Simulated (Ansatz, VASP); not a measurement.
## PtSe2 in two plane-wave programs

One calculation is typed for both programs; each brings its own data sets. How far apart do they land? Of the first pair: The structure shown is the start of the Ansatz relaxation below; VASP solves that cell, so the two are compared at the walk's first step.

Program: Ansatz 0.2.0. Level of theory: plane waves, with VASP 6.6.1 beside it; single point at r2SCAN with D3(BJ). Results are calculated unless marked as measured.

### 1. The structure

The structure is trigonal, space group P-3m1 (No. 164). Conventional cell: a = 3.840 Å, b = 3.840 Å, c = 5.080 Å, α = 90.00°, β = 90.00°, γ = 120.00°. Nearest to Se lie 3 Pt at 2.57 Å. Nearest to Pt lie 6 Se at 2.57 Å. Farther neighbours and most contacts between anions are not listed.

### 2. Ansatz: relaxation, r2SCAN with D3(BJ)

Ansatz runs on its default PAW (the set named soft_2) files.

The two programs are compared at the cell with which this relaxation starts, whose forces are those of its first step.

Input file input.yaml:

```yaml
crystal:
  lattice:
    - [3.84, 0.0, 0.0]
    - [-1.92, 3.3255375505, 0.0]
    - [0.0, 0.0, 5.08]
  atoms:
    - { symbol: Se, position: [0.3333333333, 0.6666666667, 0.0] }
    - { symbol: Pt, position: [0.0, 0.0, 0.2559055118] }
    - { symbol: Se, position: [0.6666666667, 0.3333333333, 0.5118110236] }
kpoints:
  mp_grid: { grid: [8, 8, 6] }
scf:
  occupations: { method: fixed }
  max_iter: 120
hamiltonian:
  xc: r2scan
  dispersion: d3bj
output: {}
relax:
  f_tol: 0.01
  max_steps: 40
  cell: { fix: [a, b, angles] }
```

Started as:

```console
> ansatz run input.yaml --threads 4 --pin off --max-ram 10240MiB --backend cpu --events-out ev --progress --plain --runs-dir out
```

Numbers of over 12 decimals in the logs are rounded to 6 here.

The log of the run:

```text
Warning: the engine holds no damping parameters fitted to this dispersion correction and functional, so the run takes those fitted to r2scan beside the three-body term, which d3bj leaves out (hamiltonian.dispersion, under Limitations)
Engine: ansatz 0.2.0, aarch64-unknown-linux-gnu
Pseudopotentials: kind: paw
Pseudopotential: Se, paw, valence charge 16, recommended cutoff 500 eV (meta_gga), Se.paw.azcp
Pseudopotential: Pt, paw, valence charge 18, recommended cutoff 500 eV (meta_gga), Pt.paw.azcp
Functional definition: r2SCAN
  parameter k0 = 0.174
  parameter k1 = 0.065
  parameter a1 = 4.9479
  exchange = r2scan_x(k0 = k0, k1 = k1, a1 = a1)
  correlation = r2scan_c
Crystal: 3 atoms, lattice volume = 64.872 Å³
Basis set: ecut = 500 eV, 1633 PW (Γ), exchange–correlation on 120×120×160 points (64 copies of the dense FFT grid, shifted against one another)
Bands: 30, of which v1, the nominal top of the filled ones, is band 25 counted from 1 (24 counted from 0)
Symmetry: 12 space group operations
Space group: P-3m1 (ITA 164), of the structure as read, at distance tolerance 4.0e-5 Å
k-points: 50 of 384
Non-local potential: Se, projectors of the file, l = 0: 2, l = 1: 2, l = 2: 3, l = 3: 1
Non-local potential: Pt, projectors of the file, l = 0: 3, l = 1: 2, l = 2: 2, l = 3: 1
PAW form: soft (Blöchl's): semilocal exchange-correlation on the pseudo side does not see the compensation charge
PAW frozen core: Se, regenerated for the run's functional (the file was generated under x = pbe(κ = 0.804, μ = 0.219515), c = pbe(β = 0.066725))
PAW frozen core: Pt, regenerated for the run's functional (the file was generated under x = pbe(κ = 0.804, μ = 0.219515), c = pbe(β = 0.066725))
PAW one-centre angular grid: Se, 590 points (default); XC on 160 Gauss nodes
PAW one-centre angular grid: Pt, 590 points (default); XC on 160 Gauss nodes
Initial density: superposition of atomic densities (neutral atoms: chi_scale 0, normalization atom), corrected by the library's trained network
Initial wavefunctions: pseudopotential atomic-orbital guess
Functional: x = r2scan, c = r2scan; τ floored in thin density (d = 2e-4 eV/Å³)
SCF iter   1: F=—  HF=-23494.900008 eV  |F-HF|=—  |Δ(HF+E_count)|=         —  Δρ=6.36e-3  dr2=1.06e-2  dr2_τ=5.11e-2  ethr=1.77e-3  ⟨swp⟩=4.0  Hψ=4920  notcnv=0  defer=141
preconditioner: auto → Resta (q_TF=auto, 2.612 Å⁻¹)  ε∞=5.4  [insulator: Δε(μ)=0.004 eV  Ē_g=10.297 eV  n_scr=22 (ndim 8)  ℏωp=21.6 eV  f_vac=0.041  ε∞_Penn≈5.4]
SCF iter   2: F=—  HF=-23494.928786 eV  |F-HF|=—  |Δ(HF+E_count)|=   2.88e-2  Δρ=3.96e-3  dr2=4.42e-3  dr2_τ=3.28e-4  ethr=2.13e-5  ⟨swp⟩=2.0  Hψ=3086  notcnv=0  defer=150
SCF iter   3: F=—  HF=-23494.929696 eV  |F-HF|=—  |Δ(HF+E_count)|=   9.09e-4  Δρ=9.81e-4  dr2=4.78e-4  dr2_τ=3.45e-5  ethr=8.84e-6  ⟨swp⟩=2.2  Hψ=1792  notcnv=0  defer=150
SCF iter   4: F=—  HF=-23494.929789 eV  |F-HF|=—  |Δ(HF+E_count)|=   9.39e-5  Δρ=2.47e-4  dr2=4.14e-5  dr2_τ=7.46e-6  ethr=9.55e-7  ⟨swp⟩=2.0  Hψ=2100  notcnv=0  defer=150
SCF iter   5: F=—  HF=-23494.929804 eV  |F-HF|=—  |Δ(HF+E_count)|=   1.42e-5  Δρ=1.49e-4  dr2=1.80e-5  dr2_τ=2.30e-6  ethr=8.27e-8  ⟨swp⟩=2.0  Hψ=1993  notcnv=0  defer=50
SCF iter   6: F=—  HF=-23494.929802 eV  |F-HF|=—  |Δ(HF+E_count)|=   1.37e-6  Δρ=3.46e-5  dr2=8.03e-7  dr2_τ=5.26e-8  ethr=3.60e-8  ⟨swp⟩=2.9  Hψ=2526  notcnv=0  defer=51
SCF iter   7: F=-23494.929802 eV  HF=-23494.929802 eV  |F-HF|=7.69e-9  |Δ(HF+E_count)|=   2.13e-7  Δρ=1.02e-5  dr2=5.98e-8  dr2_τ=6.50e-9  ethr=2.00e-10  ⟨swp⟩=3.0  Hψ=6039  notcnv=0
SCF 1 converged in 7 iterations: F = -23494.929802 eV  dr2 = 5.98e-8
  greatest PAW one-centre occupation: 1.000 electrons in one spin orbital (limit 2), on the Pt atom at site 1 (counted from 0), in its partial waves of l = 0
relax step   1: F+E_penalty+E_count = -23494.92980244 eV  Δ(F+E_penalty+E_count) = +0.000e0 eV  max|allowed force component| = 6.326e-1 eV/Å  Δτ_max = 0.0000 Å  P = -6.889 GPa  Ω = 64.872 Å³  fix = [a, b, alpha, beta, gamma]  reactions: a -8.166, b -8.166 GPa  (7 SCF iters, dr2 threshold 1.00e-7 eV, accepted)
[...]
relax step   3: F+E_penalty+E_count = -23494.97012904 eV  Δ(F+E_penalty+E_count) = -4.033e-2 eV  max|allowed force component| = 4.486e-2 eV/Å  Δτ_max = 0.0361 Å  P = -3.991 GPa  Ω = 63.868 Å³  energy of the carried Pulay correction = +1.355e-4 eV  fix = [a, b, alpha, beta, gamma]  reactions: a -5.669, b -5.669 GPa  (10 SCF iters, accepted)
[...]
relax step   4: F+E_penalty+E_count = -23494.97131428 eV  Δ(F+E_penalty+E_count) = -1.185e-3 eV  max|allowed force component| = 5.600e-3 eV/Å  Δτ_max = 0.0059 Å  P = -3.512 GPa  Ω = 63.260 Å³  energy of the carried Pulay correction = +2.186e-4 eV  fix = [a, b, alpha, beta, gamma]  reactions: a -5.239, b -5.239 GPa  (5 SCF iters, dr2 threshold 3.00e-7 eV, accepted)
[...]
relax step   5: F+E_penalty+E_count = -23494.97138450 eV  Δ(F+E_penalty+E_count) = -7.022e-5 eV  max|allowed force component| = 1.723e-3 eV/Å  Δτ_max = 0.0032 Å  P = -3.453 GPa  Ω = 63.092 Å³  energy of the carried Pulay correction = +2.417e-4 eV  fix = [a, b, alpha, beta, gamma]  reactions: a -5.186, b -5.186 GPa  (6 SCF iters, dr2 threshold 8.79e-9 eV, accepted)
[...]
relax step   6: F+E_penalty+E_count = -23494.97117711 eV  Δ(F+E_penalty+E_count) = +2.074e-4 eV  max|allowed force component| = 1.714e-3 eV/Å  Δτ_max = 0.0000 Å  P = -3.455 GPa  Ω = 63.092 Å³  fix = [a, b, alpha, beta, gamma]  reactions: a -5.186, b -5.186 GPa  stress off target by 7.35e-3 GPa on what of the cell is left free  SCF on the basis re-selected at this cell (its energy is not comparable with the rows above)  (5 SCF iters)
basis re-selected at this cell: Δ(F+E_penalty+E_count) = +2.074e-4 eV, ΔP = -0.002 GPa vs the last step (what re-selecting the basis moved, of the pressure what is left beyond the Pulay correction that the steps carried, after the strain that the cell walked since its last selection, with what the two solves' SCF thresholds leave and, on support functions, any second-order correction that the steps lacked; it is no m [...]
SCF converged after 5 iterations
Free energy (F): -23494.971177 eV
Harris-Foulkes:  -23494.971177 eV  (|F-HF|=3.64e-12)
Internal energy: -23494.971177 eV  (E = F + TS)
E sigma→0 (E₀):  -23494.971177 eV
Fermi energy:    12.853683 eV
--- Per-component energies (eV) ---
  E_band       = -1035.907963
  E_kinetic    = 872.481114
  E_local      = -6827.544077  (includes V_loc(G=0)·N_el)
  E_nonlocal   = -987.412599
  E_hartree    = 3154.916099
  E_xc         = -446.037779
  E_vxc        = -548.341765  (∫ρ·V_xc dr)
  E_paw        = -13331.292701  (= ΣΔE_a)
  E_vpaw       = 113.091132  (= ΣTr[D̂ρ^β])
  E_aug_tail   = -0.000262  (compensation charges beyond the density's cutoff)
  E_vtau       = 31.986320  (kinetic-family band-sum trace: ∫τ·v_τ [+ j·A + Jᵃ·Aᵃ] dr)
  E_ewald      = -5925.672465
  E_disp       = -0.647473  (pairwise vdW)
  E_core_change = -3.761035  (= ΣΔE_core)
  E_smearing   = -0.000000  (= −TS)
  E_closure    = 0.000000  (closes the sum)
  Σ components = -23494.971177   (vs F -23494.971177, Δ=0.00e0)
--- Forces (eV/Å), atoms counted from 1 ---
  atom   1  Se    -0.00000000    -0.00000000    -0.00171429
  atom   2  Pt     0.00000000     0.00000000     0.00000000
  atom   3  Se    -0.00000000     0.00000000     0.00171429
  max |Σ_I F_I| component: 2.31e-18 eV/Å
--- Stress (GPa, compression-positive) ---
       -5.185738       0.000000       0.000000
        0.000000      -5.185738      -0.000000
        0.000000      -0.000000       0.007353
  P = ⅓ Tr σ = -3.4547 GPa (-34.547 kbar)
--- Band table (eV; the first three rows and the last of 50) ---
  k-point 0: bands = [... 21 lower, 9.8500, 11.1199, 11.1199, 12.8537, 13.6708, 13.6708, 16.2515, 16.6509, ... 1 higher]
  k-point 1: bands = [... 21 lower, 9.8381, 10.9813, 10.9813, 12.2077, 13.8990, 13.8990, 16.5208, 17.2418, ... 1 higher]
  k-point 2: bands = [... 21 lower, 9.7531, 10.7385, 10.7385, 11.1004, 14.3519, 14.3519, 17.1972, 18.2249, ... 1 higher]
  k-point 49: bands = [... 21 lower, 8.5526, 8.7002, 9.7833, 9.8185, 14.2738, 14.4305, 18.5344, 19.5633, ... 1 higher]
--- Relaxed structure (5 steps of the walk, 4 accepted, 1 SCFs on fresh bases) ---
  F+E_penalty+E_count = -23494.97117711 eV   max|allowed force component| = 1.714e-3 eV/Å   (the final SCF, on the basis selected at the relaxed cell)
  cell:  # Å, volume = 63.0920 Å³
    - [3.840000, 0, 0]
    - [-1.920000, 3.325538, 0]
    - [0, 0, 4.940617]
  atoms:
    - { symbol: Se, position: [0.333333, 0.666667, 0.00533098] }
    - { symbol: Pt, position: [0, 0, 0.2559055118] }
    - { symbol: Se, position: [0.666667, 0.333333, 0.506480] }
```

### 3. VASP: single point, r2SCAN with D3(BJ), start cell, pair 1

The same cell, functional and mesh now go to VASP, with its own data sets.

Lines of VASP's logs that name or quote its potential files are left out, and so is its time.

Input file INCAR:

```
SYSTEM = PtSe2
PREC = Accurate
ENCUT = 440
EDIFF = 1E-06
NELM = 120
ISMEAR = 0
SIGMA = 0.01
LREAL = .FALSE.
ALGO = Normal
METAGGA = R2SCAN
IVDW = 12
VDW_S6 = 1
VDW_S8 = 0.78981345
VDW_A1 = 0.49484001
VDW_A2 = 5.73083694
LASPH = .TRUE.
NBANDS = 17
LORBIT = 11
LWAVE = .FALSE.
LCHARG = .FALSE.
ISIF = 2
GGA_COMPAT = .FALSE.
LMIXTAU = .TRUE.
KPAR = 2
```

Input file POSCAR:

```
PtSe2
1.0
    3.8400000000      0.0000000000      0.0000000000
   -1.9200000000      3.3255380000      0.0000000000
    0.0000000000      0.0000000000      5.0800000000
Se Pt
2 1
Direct
    0.3333332832      0.6666665664      0.0000000000
    0.6666667168      0.3333334336      0.5118110236
    0.0000000000      0.0000000000      0.2559055118
```

Input file KPOINTS:

```
Automatic mesh
0
Gamma
8 8 6
0 0 0
```

PAW data sets: Se and Pt (PBE family, release 64).

Started as:

```console
> mpirun -np 2 vasp_std
```

The log of the run:

```text
[banner, memory and clock lines left out]
running    2 mpi-ranks, on    1 nodes
 distrk:  each k-point on    1 cores,    2 groups
 distr:  one band on    1 cores,    1 groups

 POSCAR found type information on POSCAR SePt
 POSCAR found :  2 types and       3 ions
|                                                                             |
|               ----> ADVICE to this user running VASP <----                  |
|                                                                             |
|     You enforced a specific xc type in the INCAR file but a different       |
|     [... a line on the potential file left out ...]
|     I HOPE YOU KNOW WHAT YOU ARE DOING!                                     |
|                                                                             |

 LDA part: xc-table for (None), standard interpolation
 POSCAR, INCAR and KPOINTS ok, starting setup
 FFT: planning ... GRIDC
 FFT: planning ... GRID_SOFT
 FFT: planning ... GRID
 WAVECAR not read
 entering main loop
       N       E                     dE             d eps       ncg     rms          rms(c)
DAV:   1     0.251454869488E+02    0.25145E+02   -0.94413E+03  1700   0.102E+03
DAV:   2    -0.835947942265E+02   -0.10874E+03   -0.10603E+03  2176   0.203E+02
DAV:   3    -0.875967808851E+02   -0.40020E+01   -0.39626E+01  1999   0.406E+01
DAV:   4    -0.876238097707E+02   -0.27029E-01   -0.27019E-01  2272   0.362E+00
DAV:   5    -0.876241128059E+02   -0.30304E-03   -0.30303E-03  2055   0.363E-01    0.114E+01
DAV:   6    -0.824843075740E+02    0.51398E+01   -0.84894E+00  1776   0.270E+01    0.923E+00
DAV:   7    -0.811645528149E+02    0.13198E+01   -0.15397E+00  1709   0.123E+01    0.409E+00
DAV:   8    -0.813072176020E+02   -0.14266E+00   -0.40677E-01  1755   0.425E+00    0.116E+00
DAV:   9    -0.813826889081E+02   -0.75471E-01   -0.84994E-02  1750   0.263E+00    0.283E-01
DAV:  10    -0.813846541133E+02   -0.19652E-02   -0.13769E-02  1985   0.898E-01    0.148E-01
DAV:  11    -0.813872873921E+02   -0.26333E-02   -0.25522E-03  1960   0.377E-01    0.778E-02
DAV:  12    -0.813871101673E+02    0.17722E-03   -0.93870E-04  1766   0.278E-01    0.665E-02
DAV:  13    -0.813875367742E+02   -0.42661E-03   -0.28554E-04  1800   0.181E-01    0.138E-02
DAV:  14    -0.813875810194E+02   -0.44245E-04   -0.52184E-05  1940   0.532E-02    0.556E-03
DAV:  15    -0.813875900330E+02   -0.90136E-05   -0.56668E-06  1812   0.261E-02    0.181E-03
DAV:  16    -0.813875900597E+02   -0.26702E-07   -0.10259E-06  1499   0.867E-03
   1 F= -.82016442E+02 E0= -.82016356E+02  d E =-.173372E-03
```

From OUTCAR (step 3):

```text
ion  position               nearest neighbor table
   1  0.333  0.667  0.000-   3 2.57   3 2.57   3 2.57
   2  0.667  0.333  0.512-   3 2.57   3 2.57   3 2.57
   3  0.000  0.000  0.256-   1 2.57   2 2.57   1 2.57   2 2.57   2 2.57   1 2.57

  LATTYP: Found a hexagonal cell.
 ALAT       =     3.8400000000
 C/A-ratio  =     1.3229166667

 Subroutine GETGRP returns: Found 12 space group operations
 (whereof  6 operations were pure point group operations)

The static configuration has the point symmetry C_3v.
 The point group associated with its full space group is D_3d.

 Found     50 irreducible k-points:

   k-points           NKPTS =     50   k-points in BZ     NKDIM =     50   number of bands    NBANDS=     17

   dimension x,y,z NGX =    28 NGY =   28 NGZ =   36
   dimension x,y,z NGXF=    56 NGYF=   56 NGZF=   72

   ENCUT  =  440.0 eV  32.34 Ry    5.69 a.u.   6.57  6.57  8.69*2*pi/ulx,y,z

   NELECT =      22.0000    total number of electrons

 k-points in reciprocal lattice and weights: Automatic mesh
   0.00000000  0.00000000  0.00000000       0.003
   0.12500000  0.00000000  0.00000000       0.016
   0.25000000  0.00000000  0.00000000       0.016
   0.37500000  0.00000000  0.00000000       0.016
   0.50000000  0.00000000  0.00000000       0.008
   0.12500000  0.12500000  0.00000000       0.016
   0.25000000  0.12500000  0.00000000       0.031
   0.37500000  0.12500000  0.00000000       0.031
   0.25000000  0.25000000  0.00000000       0.016
[...]
0.25000000  0.25000000  0.50000000       0.016
   0.37500000  0.25000000  0.50000000       0.016

 average (electrostatic) potential at core
       1 -58.0241       2 -58.0241       3 -74.8433

 E-fermi :   5.5311

 k-point     1 :       0.0000    0.0000    0.0000
  band No.  band energies     occupation
    ...
      6       1.6502      2.00000
      7       1.6502      2.00000
      8       2.9138      2.00000
      9       4.3278      2.00000
     10       4.3278      2.00000
     11       5.8929      0.00000
     12       6.6701      0.00000
     13       6.6701      0.00000
     14       9.5116      0.00000
     15       9.5735      0.00000
    ...

 k-point     2 :       0.1250    0.0000    0.0000
  band No.  band energies     occupation
    ...
      7       1.5399      2.00000
      8       2.5803      2.00000
      9       3.8199      2.00000
     10       4.1382      2.00000
     11       5.2405      2.00000
     12       6.7735      0.00000
     13       6.7985      0.00000
     14      10.3799      0.00000
     15      10.4310      0.00000
     16      12.6464      0.00000
    ...

 k-point     3 :       0.2500    0.0000    0.0000
  band No.  band energies     occupation
    ...
      7       1.3733      2.00000
      8       2.0920      2.00000
      9       3.3136      2.00000
     10       3.5621      2.00000
     11       4.1333      2.00000
     12       6.7670      0.00000
     13       7.1082      0.00000
     14      10.5405      0.00000
     15      11.8556      0.00000
     16      13.4377      0.00000
    ...

 Edisp (eV)   -0.62885

  Total      -3.28151    -3.28152    -1.83694    -0.00000     0.00000     0.00000
  in kB     -81.04534   -81.04536   -45.36800    -0.00000     0.00000     0.00000
  external pressure =      -69.15 kB  Pullay stress =        0.00 kB

  energy-cutoff  :      440.00
  volume of cell :       64.87
      direct lattice vectors                 reciprocal lattice vectors
     3.840000000  0.000000000  0.000000000     0.260416667  0.150351612  0.000000000
    -1.920000000  3.325538000  0.000000000     0.000000000  0.300703225  0.000000000
     0.000000000  0.000000000  5.080000000     0.000000000  0.000000000  0.196850394

 POSITION                                       TOTAL-FORCE (eV/Angst)
 -----------------------------------------------------------------------------------
      0.00000      2.21702      0.00000         0.000000     -0.000000      0.600284
      1.92000      1.10851      2.60000        -0.000000      0.000000     -0.600284
      0.00000      0.00000      1.30000        -0.000000      0.000000     -0.000000
 -----------------------------------------------------------------------------------
    total drift:                               -0.000000     -0.000000      0.000010

  FREE ENERGIE OF THE ION-ELECTRON SYSTEM (eV)
  ---------------------------------------------------
  free  energy   TOTEN  =       -82.0164422746 eV

  energy  without entropy=      -82.0162689024  energy(sigma->0) =      -82.01635559

 total charge
# of ion       s       p       d       tot
------------------------------------------
    1        1.487   2.237   0.056   3.780
    2        1.487   2.237   0.056   3.780
    3        0.638   0.611   7.951   9.200
--------------------------------------------------
tot          3.611   5.085   8.063  16.759

[... 3 further parts left out ...]
```

The run ends at a pressure of -6.92 GPa, with forces up to 0.60 eV/Å.

### 4. Differences

Known differences besides the potentials themselves: VASP keeps PBE cores, Ansatz makes them for the functional; fixed occupations in Ansatz, narrow Gaussian smearing in VASP; the data sets hold 50 valence electrons in Ansatz (on its default PAW (the set named soft_2) files) and 22 in VASP; the cutoff is 500 eV in Ansatz and 440 eV in VASP. Total energies have different zeros and are not compared.

Forces (eV/Å; atoms numbered as in POSCAR):

| atom | Ansatz x, y, z | VASP x, y, z |
| --- | --- | --- |
| Se1 | 0.000, 0.000, 0.633 | 0.000, 0.000, 0.600 |
| Se2 | 0.000, 0.000, -0.633 | 0.000, 0.000, -0.600 |
| Pt3 | 0.000, 0.000, 0.000 | 0.000, 0.000, 0.000 |

The forces differ by 15 meV/Å r.m.s., which is 5.4 % of the r.m.s. force of 0.283 eV/Å (both taken over all components).

### 5. Further runs

Further runs change the set-up of one program: Ansatz's method, potentials or start, or VASP's data sets, cutoff or form of LDA. The table gives that difference for each run.

| run | r.m.s. force difference (meV/Å) |
| --- | --- |
| as above | 15 |
| VASP with the data sets Se_sv_GW and Pt and a cutoff of 620 eV | 16 |

(Continued in part 2 of 2.)

[Lines on the potential files, build, host, timing and source positions are cut from VASP's logs without a mark.]

[Logs are printed without paths, hosts, clocks, repeated set-up lines and the standing remarks that a program may print on its own settings, such as how far it seeks lower states.]

[Hosts, paths, dates, database ids (printed as entryN), source tags and the programs' standing remarks are cut or masked in the printed files.]
